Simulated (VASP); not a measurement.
# A VASP study of IrCl2 (BLYP + D3(BJ)): structure first, properties next, part 4 of 4

Wanted: the relaxed cell of IrCl2 and its properties. The cell is invented: other elements were put on sites of a known structure type. It may not be a known or stable phase.

VASP 6.6.1, plane waves and PAW; the level of theory is named at each step.

Still holding for the runs below: This run has no spin polarisation, although Ir can carry a moment. Its electron count is odd, so without a moment it is a metal by construction. The k-mesh is coarse for a metal. Spin-orbit coupling is off here; it can split and shift levels that hold much weight on Ir by tenths of an eV or more.

So far. Step 5 (Band structure (BLYP + D3(BJ))): There is no gap at this level. Step 6 (Density of states (BLYP + D3(BJ))): The finer mesh and the other smearing move the Fermi level by +0.01 eV from the 7×7×5 run, a small shift, which tests the Fermi level alone. Of the states within 0.3 eV of the Fermi level, the largest shares in the PAW spheres are Ir d 64 % and Cl p 20 %. The rest lies in smaller channels or between the spheres.

## (7) Bands along the symmetry lines (r2SCAN)

This step: r2SCAN, no spin polarisation; plane waves and PAW (Ir, Cl); invented cell (VASP 6.6.1).

Levels along the symmetry lines show where the bands peak and cross; KPOINTS_OPT computes them in the converged potential. r2SCAN adds the kinetic-energy density, costs more than a GGA and is run with LASPH.

Contents of INCAR:

```
SYSTEM = IrCl2
PREC = Accurate
ENCUT = 400
EDIFF = 1E-06
NELM = 100
ISMEAR = 0
SIGMA = 0.05
LREAL = .FALSE.
ALGO = Normal
METAGGA = R2SCAN
LASPH = .TRUE.
NBANDS = 24
LORBIT = 11
LWAVE = .FALSE.
LCHARG = .FALSE.
```

Contents of POSCAR:

```
IrCl2
1.0
    3.7985679874      0.0000000000      0.0000000000
   -1.8992839937      3.2896563667      0.0000000000
    0.0000000000      0.0000000000      4.7160922390
Ir Cl
1 2
Direct
    0.0000000000      0.0000000000      0.0000000000
    0.3333333300      0.6666666700      0.2477115037
    0.6666666700      0.3333333300      0.7522884963
```

Contents of KPOINTS:

```
Automatic mesh
0
Gamma
7 7 5
0 0 0
```

Contents of KPOINTS_OPT:

```
Line mode
16
Line-mode
Reciprocal
  0.00000000   0.00000000   0.00000000 GAMMA
  0.50000000   0.00000000   0.00000000 M

  0.50000000   0.00000000   0.00000000 M
  0.33333333   0.33333333   0.00000000 K

  0.33333333   0.33333333   0.00000000 K
  0.00000000   0.00000000   0.00000000 GAMMA

  0.00000000   0.00000000   0.00000000 GAMMA
  0.00000000   0.00000000   0.50000000 A

  0.00000000   0.00000000   0.50000000 A
  0.50000000   0.00000000   0.50000000 L

  0.50000000   0.00000000   0.50000000 L
  0.33333333   0.33333333   0.50000000 H

  0.33333333   0.33333333   0.50000000 H
  0.00000000   0.00000000   0.50000000 A

  0.50000000   0.00000000   0.50000000 L
  0.50000000   0.00000000   0.00000000 M

  0.33333333   0.33333333   0.00000000 K
  0.33333333   0.33333333   0.50000000 H
```

The projector-augmented-wave data sets are Ir and Cl (PBE family, release 64).

Launch:

```console
$ mpirun -np 1 vasp_std
```

Log:

```text
[banner, memory and clock lines left out]
running    1 mpi-ranks, on    1 nodes
 distrk:  each k-point on    1 cores,    1 groups
 distr:  one band on    1 cores,    1 groups

 POSCAR found type information on POSCAR IrCl
 POSCAR found :  2 types and       3 ions
 [... a notice as in an earlier step ...]

 LDA part: xc-table for (None), standard interpolation
 POSCAR, INCAR and KPOINTS ok, starting setup
 FFT: planning ... GRIDC
 FFT: planning ... GRID_SOFT
 FFT: planning ... GRID
 WAVECAR not read
 entering main loop
       N       E                     dE             d eps       ncg     rms          rms(c)
DAV:   1     0.862312456831E+02    0.86231E+02   -0.86306E+03  1536   0.699E+02
DAV:   2    -0.614127144302E+02   -0.14764E+03   -0.13579E+03  1768   0.195E+02
DAV:   3    -0.704593140256E+02   -0.90466E+01   -0.89622E+01  1952   0.549E+01
DAV:   4    -0.705834126616E+02   -0.12410E+00   -0.12403E+00  1872   0.710E+00
DAV:   5    -0.705863514690E+02   -0.29388E-02   -0.29386E-02  2024   0.109E+00    0.171E+01
DAV:   6    -0.643055160188E+02    0.62808E+01   -0.27364E+00  1808   0.135E+01    0.112E+01
DAV:   7    -0.642920656018E+02    0.13450E-01   -0.33043E-01  2112   0.708E+00    0.486E+00
DAV:   8    -0.643083607106E+02   -0.16295E-01   -0.31094E-02  1936   0.148E+00    0.747E-01
DAV:   9    -0.643066982151E+02    0.16625E-02   -0.11786E-02  2448   0.102E+00    0.163E-01
DAV:  10    -0.643070341186E+02   -0.33590E-03   -0.13308E-03  1912   0.201E-01    0.145E-01
DAV:  11    -0.643070788842E+02   -0.44766E-04   -0.97348E-05  1976   0.629E-02    0.343E-02
DAV:  12    -0.643070744094E+02    0.44747E-05   -0.84974E-06  2040   0.245E-02    0.184E-02
DAV:  13    -0.643070729880E+02    0.14214E-05   -0.70894E-06  1960   0.246E-02    0.281E-03
DAV:  14    -0.643070730959E+02   -0.10792E-06   -0.36536E-07  1160   0.399E-03
   1 F= -.64307073E+02 E0= -.64304204E+02  d E =-.573871E-02
 Start KPOINTS_OPT (optional k-point list driver)
k-point batch [1-32\144]
       N       E                     dE             ncg
DAV:   1     0.388748963839E+04   -0.12148E+05     1544
DAV:   2    -0.820214356651E+03   -0.47077E+04     1816
DAV:   3    -0.109340704774E+04   -0.27319E+03     1984
DAV:   4    -0.109685834304E+04   -0.34513E+01     1880
DAV:   5    -0.109693787606E+04   -0.79533E-01     2032
DAV:   6    -0.109694026435E+04   -0.23883E-02     2000
DAV:   7    -0.109694033192E+04   -0.67574E-04     2016
DAV:   8    -0.109694033405E+04   -0.21244E-05     1408
DAV:   9    -0.109694033434E+04   -0.28963E-06     1488
[...]
k-point batch [129-144\144]
       N       E                     dE             ncg
DAV:   1     0.137124917666E+05   -0.98051E+04      776
DAV:   2     0.113242224601E+05   -0.23883E+04      912
DAV:   3     0.111833232451E+05   -0.14090E+03      944
DAV:   4     0.111814771162E+05   -0.18461E+01      944
DAV:   5     0.111814314860E+05   -0.45630E-01     1008
DAV:   6     0.111814301826E+05   -0.13033E-02     1000
DAV:   7     0.111814301445E+05   -0.38182E-04     1024
DAV:   8     0.111814301434E+05   -0.10304E-05      696
DAV:   9     0.111814301433E+05   -0.16569E-06      712
```

It took 13 min on 1 MPI rank of AMD EPYC 7R43, shared host; peak memory 0.15 GiB.

Parts of OUTCAR (step 7):

```text
   NELECT =      23.0000    total number of electrons

 E-fermi :   5.8578

 k-point     1 :       0.0000    0.0000    0.0000
  band No.  band energies     occupation
    ...
      7       1.0852      2.00000
      8       2.2485      2.00000
      9       2.9942      2.00000
     10       2.9942      2.00000
     11       3.9978      2.00000
     12       6.1671      0.00000
     13       6.1671      0.00000
     14       8.0120      0.00000
     15       9.3764      0.00000
     16      13.1183      0.00000
    ...

  Total       -1.1342340     -1.1342340     -0.0080901      0.0000000      0.0000000      0.0000000
  in kB      -30.8361765    -30.8361763     -0.2199433      0.0000000      0.0000000      0.0000000
  external PRESSURE =     -20.6307654 kB  Pullay stress =       0.0000000 kB

 POSITION                                       TOTAL-FORCE (eV/Angst)
 -----------------------------------------------------------------------------------
      0.00000      0.00000      0.00000        -0.000000      0.000000      0.000000
     -0.00000      2.19310      1.16823        -0.000000     -0.000000     -0.505934
      1.89928      1.09655      3.54786         0.000000      0.000000      0.505934
 -----------------------------------------------------------------------------------
    total drift:                                0.000000      0.000000     -0.000000

  FREE ENERGIE OF THE ION-ELECTRON SYSTEM (eV)
  ---------------------------------------------------
  free  energy   TOTEN  =       -64.3070730959 eV

  energy  without entropy=      -64.3013343869  energy(sigma->0) =      -64.30420374

[... 8 parts as in an earlier step ...]

[... 9 further parts left out ...]
```

At this level the cell is under a tension of 2.1 GPa, so at these settings it is away from equilibrium.

Numbers from this step:

```yaml
scf_cycles: 14
irreducible_k_points: 32
free_energy_toten: -64.3071 eV
energy_at_zero_smearing: -64.3042 eV
fermi_energy: 5.858 eV
pressure: -2.063 GPa
```

Electronic bands along the path, in eV, zero at the Fermi level; # counts the bands kept in this run, so #1 is VASP's band 3:

```
          point     #6     #7     #8     #9    #10    #11   #12   #13
              Γ  -3.61  -2.86  -2.86  -1.86   0.31   0.31  2.15  3.52
0.47 of the way  -4.37  -2.66  -2.38  -1.79   0.13   0.32  3.63  5.13
              M  -5.91  -2.74  -2.41  -2.36   0.10   0.74  4.15  5.67
0.53 of the way  -5.45  -2.62  -2.29  -2.19  -0.08   0.21  3.97  6.69
              K  -5.20  -2.76  -2.08  -2.08  -0.16  -0.16  3.86  7.32
0.47 of the way  -4.71  -2.59  -2.10  -1.99  -0.05   0.29  3.99  6.20
              Γ  -3.61  -2.86  -2.86  -1.86   0.31   0.31  2.15  3.52
0.47 of the way  -4.37  -2.90  -2.90  -1.85   0.55   0.55  2.90  3.96
              A  -5.12  -2.95  -2.95  -1.84   0.87   0.87  4.06  4.33
0.47 of the way  -4.72  -2.64  -2.37  -1.70  -0.21   0.32  3.67  5.06
              L  -4.47  -2.50  -2.40  -2.28   0.19   0.23  3.77  4.45
0.53 of the way  -4.99  -2.38  -2.21  -2.14   0.30   0.31  4.17  5.22
              H  -5.49  -2.41  -2.03  -2.03   0.40   0.40  4.60  6.06
0.53 of the way  -4.53  -2.54  -2.29  -1.82  -0.36   0.32  3.85  5.23
              A  -5.12  -2.95  -2.95  -1.84   0.87   0.87  4.06  4.33
      jump to L  -4.47  -2.50  -2.40  -2.28   0.19   0.23  3.77  4.45
0.47 of the way  -4.89  -2.61  -2.38  -2.35   0.18   0.44  3.81  5.01
              M  -5.91  -2.74  -2.41  -2.36   0.10   0.74  4.15  5.67
      jump to K  -5.20  -2.76  -2.08  -2.08  -0.16  -0.16  3.86  7.32
0.47 of the way  -5.64  -2.59  -2.06  -2.06   0.08   0.08  4.18  6.69
              H  -5.49  -2.41  -2.03  -2.03   0.40   0.40  4.60  6.06
```

Of the projections kept (Ir, Cl), the largest for each band there, as a share of the weight inside these atoms' spheres; weight between the spheres isn't counted:

```
point       #6       #7       #8       #9      #10      #11      #12      #13
    Γ  Cl 1.00  Ir 0.99  Ir 0.99  Ir 0.91  Ir 0.70  Ir 0.70  Ir 0.59  Ir 0.83
    M  Cl 0.95  Ir 0.89  Ir 0.99  Ir 1.00  Ir 0.78  Ir 0.66  Ir 0.67  Ir 0.57
    K  Cl 0.90  Ir 1.00  Ir 0.88  Ir 0.88  Ir 0.82  Ir 0.82  Ir 0.68  Ir 0.83
    Γ  Cl 1.00  Ir 0.99  Ir 0.99  Ir 0.91  Ir 0.70  Ir 0.70  Ir 0.59  Ir 0.83
    A  Cl 0.95  Ir 0.99  Ir 0.99  Ir 0.91  Ir 0.66  Ir 0.66  Ir 0.54  Ir 0.61
    L  Cl 0.94  Ir 0.92  Ir 1.00  Ir 1.00  Ir 0.75  Ir 0.74  Ir 0.66  Ir 0.58
```

Force by atom:

```
atom  x (eV/Å)  y (eV/Å)  z (eV/Å)   size
 Ir1     0.000     0.000     0.000  0.000
 Cl2     0.000     0.000    -0.506  0.506
 Cl3     0.000     0.000     0.506  0.506
```

There is no gap at this level.

## (8) Results

```json
{"relaxed volume": "19.64 Å³/atom", "relaxed conventional cell a, b, c": "3.799, 3.799, 4.716 Å; angles 90.0, 90.0, 120.0°", "space group after relaxing, within 0.02 Å": "P-3m1 (No. 164)", "band gap": "none, a metal", "DOS at the Fermi level": "4.85 states/eV/cell", "band gap (r2SCAN)": "none, a metal"}
```

What this shows: With BLYP + D3(BJ), IrCl2 relaxes to 19.64 Å³/atom in space group P-3m1 (held by the symmetry of the run) and comes out as a metal. Band structure (BLYP + D3(BJ)): Of the bands kept, 2 cross the Fermi level on this path. Bands along the symmetry lines (r2SCAN): Of the bands kept, 2 cross the Fermi level on this path. The other levels ran on the cell relaxed with BLYP + D3(BJ), and without spin-orbit coupling unless named. Spin-orbit coupling is left out, and with elements this heavy it would split and shift bands near the Fermi level. The k-sampling is coarse for a metal, so the Fermi level, pressures and the shape of the cell carry errors. Magnetism was not tested. With an odd electron count and no spin the cell is a metal by construction. No search among competing phases was made. All values are for a static lattice at zero temperature.

[Lines on the potential files, build, host, timing and source positions are cut from VASP's logs without a mark.]

[Logs are printed without paths, hosts, clocks, repeated set-up lines and the standing remarks that a program may print on its own settings, such as how far it seeks lower states.]

[Hosts, paths, dates, database ids (printed as entryN), source tags and the programs' standing remarks are cut or masked in the printed files.]

[A measured line is paired with the nearest computed mode of its activity, which favours agreement.]

[In band tables of VASP the shares of atoms and orbitals are scaled to a sum of 1 inside the atoms' spheres.]
